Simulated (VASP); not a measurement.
A run of VASP 6.6.1:

INCAR

```
SYSTEM = Sb2TeO2
PREC = Normal
ENCUT = 520
EDIFF = 1E-4
ISMEAR = 0
SIGMA = 0.15
LREAL = Auto
LASPH = .TRUE.
NELM = 60
ALGO = Fast
ISIF = 3
LWAVE = .FALSE.
LCHARG = .FALSE.
GGA = PE
IBRION = 2
NSW = 24
EDIFFG = -0.08
KPAR = 2
```

File KPOINTS:

```
regular mesh
0
G
  4 2 4
  0 0 0
```

POSCAR

```
Sb2TeO2
1.0
    3.9867054200      0.0000000000      0.0000000000
    0.0000000000     12.3012799600      0.0000000000
    0.0000000000      0.0000000000      3.9510334500
Sb Te O
4 2 4
Direct
    0.4193373900      0.8561208200      0.5000000000
    0.5806626100      0.1438791800      0.5000000000
    0.9193373900      0.6438791800      0.0000000000
    0.0806626100      0.3561208200      0.0000000000
    0.0000000000      0.0000000000      0.0000000000
    0.5000000000      0.5000000000      0.5000000000
    0.4409972400      0.7491085500      0.0000000000
    0.5590027600      0.2508914500      0.0000000000
    0.9409972400      0.7508914500      0.5000000000
    0.0590027600      0.2491085500      0.5000000000
```

Potentials or basis: VASP PAW PBE potentials, release 64 (Sb, Te, O).

Launch:

```sh
$ cat potpaw_PBE.64/Sb/POTCAR potpaw_PBE.64/Te/POTCAR potpaw_PBE.64/O/POTCAR > POTCAR
$ mpirun -np 2 vasp_std > vasp.out
```

Hardware: 2 MPI ranks on Intel(R) Xeon(R) 6975P-C (Granite Rapids) (shared host).

Problem. How long does it take, and how much memory?

Solution. Run time: 89 s on 2 MPI ranks on Intel(R) Xeon(R) 6975P-C (Granite Rapids), on a shared host, peak memory 0.25 GiB a rank. Counts: scf iterations 84, k points 18, ion steps 14.
